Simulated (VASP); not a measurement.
Method: PBE GGA, VASP's PBE PAW potentials (set 64) (plane waves; VASP).

VASP input:

### POSCAR
```
RuSe
1
    0.0000000000     2.5696967185     2.5696967185
    2.5696967185     0.0000000000     2.5696967185
    2.5696967185     2.5696967185     0.0000000000
Ru Se
1 1
Direct
  0.0000000000   0.0000000000   0.0000000000
  0.5000000000   0.5000000000   0.5000000000
```

### KPOINTS
```
kpoints
0
gamma
 14 14 14
0 0 0
```

INCAR:
```
# general
SYSTEM  = RuSe
PREC    = Accurate
ENCUT   = 400
LREAL   = .FALSE.
LASPH   = .TRUE.

# electronic loop
EDIFF   = 1E-7
NELM    = 100
ALGO    = Normal
LMAXMIX = 4

# smearing
ISMEAR  = -5

# functional
GGA     = PE

# ions
ISIF    = 2

# output
LWAVE   = .FALSE.
LCHARG  = .TRUE.
LORBIT  = 11
NEDOS   = 601
```

POTCAR, in this order: Ru_pv Se (PBE.64 set). Program: vasp_std.

The resulting files:

File OUTCAR:
```
 ion  position               nearest neighbor table
   1  0.000  0.000  0.000-   2 2.57   2 2.57   2 2.57   2 2.57   2 2.57   2 2.57
   2  0.500  0.500  0.500-   1 2.57   1 2.57   1 2.57   1 2.57   1 2.57   1 2.57
  LATTYP: Found a face centered cubic cell.
 ALAT       =     5.1393934370
 Subroutine PRICEL returns:
 Original cell was already a primitive cell.
 Subroutine GETGRP returns: Found 48 space group operations
The static configuration has the point symmetry O_h .
The dynamic configuration has the point symmetry O_h .
 Subroutine INISYM returns: Found 48 space group operations
 Subroutine IBZKPT returns following result:
 Found    104 irreducible k-points:

 Following reciprocal coordinates:
            Coordinates               Weight
  0.000000  0.000000  0.000000      1.000000
  0.071429  0.000000  0.000000      8.000000
  0.142857  0.000000  0.000000      8.000000
  0.214286  0.000000  0.000000      8.000000
  0.285714  0.000000  0.000000      8.000000
  0.357143  0.000000  0.000000      8.000000
  0.428571  0.000000  0.000000      8.000000
  0.500000  0.000000  0.000000      4.000000
  0.071429  0.071429  0.000000      6.000000
  0.142857  0.071429  0.000000     24.000000
  0.214286  0.071429  0.000000     24.000000
  0.285714  0.071429  0.000000     24.000000
  0.357143  0.071429  0.000000     24.000000
  0.428571  0.071429  0.000000     24.000000
  0.500000  0.071429  0.000000     24.000000
 -0.428571  0.071429  0.000000     24.000000
 -0.357143  0.071429  0.000000     24.000000
 -0.285714  0.071429  0.000000     24.000000
 -0.214286  0.071429  0.000000     24.000000
 -0.142857  0.071429  0.000000     24.000000
 -0.071429  0.071429  0.000000     12.000000
  0.142857  0.142857  0.000000      6.000000
  0.214286  0.142857  0.000000     24.000000
  0.285714  0.142857  0.000000     24.000000
...
```

OSZICAR:
```
       N       E                     dE             d eps       ncg     rms          rms(c)
DAV:   1     0.119048369660E+03    0.11905E+03   -0.10086E+04  3120   0.112E+03
DAV:   2    -0.898892719833E+01   -0.12804E+03   -0.12602E+03  3446   0.311E+02
DAV:   3    -0.118838156795E+02   -0.28949E+01   -0.28662E+01  3524   0.481E+01
DAV:   4    -0.119072810670E+02   -0.23465E-01   -0.23472E-01  3710   0.434E+00
DAV:   5    -0.119077497925E+02   -0.46873E-03   -0.46883E-03  3694   0.493E-01    0.108E+01
DAV:   6    -0.117877308582E+02    0.12002E+00   -0.75962E-01  3008   0.914E+00    0.530E+00
DAV:   7    -0.117618678129E+02    0.25863E-01   -0.14862E-01  3026   0.413E+00    0.361E+00
DAV:   8    -0.117565139015E+02    0.53539E-02   -0.34895E-02  3314   0.188E+00    0.233E-01
DAV:   9    -0.117563138647E+02    0.20004E-03   -0.21096E-03  3164   0.344E-01    0.522E-02
DAV:  10    -0.117562690230E+02    0.44842E-04   -0.17336E-04  3488   0.124E-01    0.240E-02
DAV:  11    -0.117562733829E+02   -0.43598E-05   -0.18471E-05  3188   0.382E-02    0.108E-02
DAV:  12    -0.117562733009E+02    0.81963E-07   -0.27805E-07  3850   0.441E-03
   1 F= -.11756273E+02 E0= -.11756273E+02  d E =0.000000E+00
```

**OUTCAR**
```
------------------------ aborting loop because EDIFF is reached ----------------------------------------
  FORCE on cell =-STRESS in cart. coord.  units (eV):
  Direction    XX          YY          ZZ          XY          YZ          ZX
  --------------------------------------------------------------------------------------
  Total       -0.0044727     -0.0044727     -0.0044727      0.0000000      0.0000000      0.0000000
  in kB       -0.2111569     -0.2111569     -0.2111569      0.0000000      0.0000000      0.0000000
  external PRESSURE =      -0.2111569 kB  Pullay stress =       0.0000000 kB
  volume of cell :       33.94
      direct lattice vectors                 reciprocal lattice vectors
     0.000000000  2.569696718  2.569696718    -0.194575491  0.194575491  0.194575491
     2.569696718  0.000000000  2.569696718     0.194575491 -0.194575491  0.194575491
     2.569696718  2.569696718  0.000000000     0.194575491  0.194575491 -0.194575491
 POSITION                                       TOTAL-FORCE (eV/Angst)
 -----------------------------------------------------------------------------------
      0.00000      0.00000      0.00000         0.000000      0.000000      0.000000
      2.56970      2.56970      2.56970        -0.000000     -0.000000     -0.000000
 -----------------------------------------------------------------------------------
    total drift:                                0.000000     -0.000000     -0.000000
  FREE ENERGIE OF THE ION-ELECTRON SYSTEM (eV)
  ---------------------------------------------------
  free  energy   TOTEN  =       -11.7562733009 eV

  energy  without entropy=      -11.7562733009  energy(sigma->0) =      -11.75627330

 total charge

# of ion       s       p       d       tot
------------------------------------------
    1        0.267   6.142   6.186  12.596
    2        1.438   2.302   0.105   3.844
--------------------------------------------------
tot          1.705   8.444   6.291  16.440
```
(Selected blocks of OUTCAR.)

**OUTCAR**
```
 val. band max:        8.5801737240   @ k =   0.2143   0.2143   0.0000

 cond. band min:       8.4180368493   @ k =  -0.1429   0.1429   0.0000


 Fermi energy:         8.5712426546

 k-point     1 :       0.0000    0.0000    0.0000
  band No.  band energies     occupation
      1     -33.4897      2.00000
      2     -33.4897      2.00000
      3     -33.4897      2.00000
      4      -6.8737      2.00000
      5       6.5627      2.00000
      6       6.5627      2.00000
      7       6.5627      2.00000
      8       6.6958      2.00000
      9       6.6958      2.00000
     10       7.1942      2.00000
     11       7.1942      2.00000
     12       7.1942      2.00000
     13      12.2494      0.00000
     14      18.2424      0.00000

 k-point     2 :       0.0714    0.0000    0.0000
  band No.  band energies     occupation
      1     -33.4922      2.00000
      2     -33.4899      2.00000
      3     -33.4899      2.00000
      4      -6.8116      2.00000
      5       6.0420      2.00000
      6       6.0420      2.00000
      7       6.0520      2.00000
      8       6.6368      2.00000
      9       6.6368      2.00000
     10       7.3479      2.00000
     11       7.9108      2.01774
     12       7.9108      2.17190
     13      12.6489      0.00000
     14      18.1240      0.00000

 k-point     3 :       0.1429    0.0000    0.0000
  band No.  band energies     occupation
      1     -33.4990      2.00000
      2     -33.4907      2.00000
      3     -33.4907      2.00000
      4      -6.6307      2.00000
      5       5.0591      2.00000
      6       5.3087      2.00000
      7       5.3087      2.00000
      8       6.7936      2.00000
      9       6.7936      2.00000
     10       7.5166      2.00000
     11       8.8849      0.55768
     12       8.8849      0.03408
     13      13.5401      0.00000
     14      17.6775      0.00000

 k-point     4 :       0.2143    0.0000    0.0000
  band No.  band energies     occupation
...
```

For a metal the tetrahedron method with Blöchl corrections gives inexact stress and forces.

The structure was generated: RuSe was put into the rock salt type (Fm-3m), which need not be its known phase. It was relaxed first, which changed the volume by -28 %.
